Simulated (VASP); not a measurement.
Consider the following.

```
CELL_PARAMETERS angstrom
      0.00000     3.24214     3.24214
      3.24214     0.00000     3.24214
      3.24214     3.24214     0.00000
ATOMIC_POSITIONS crystal
  Sn 0.00000 0.00000 0.00000
  Te 0.50000 0.50000 0.50000
```

All values below come from RPBE GGA, VASP's PBE PAW potentials (set 64) (plane waves; VASP). Run with 520 eV cut-off, 7×7×7 Γ-centred mesh, Gaussian smearing of 0.050 eV, potentials Sn_d Te.

### Question
Predict the energy per atom (σ→0).

### Answer

The energy per atom (σ→0) comes out as -3.439 eV/atom.

The absolute energy has meaning only against runs of the same code, potentials and settings.

The compound is SnTe in the rock salt structure, which distorts at low temperature. It was relaxed first, which changed the volume by +8 %.
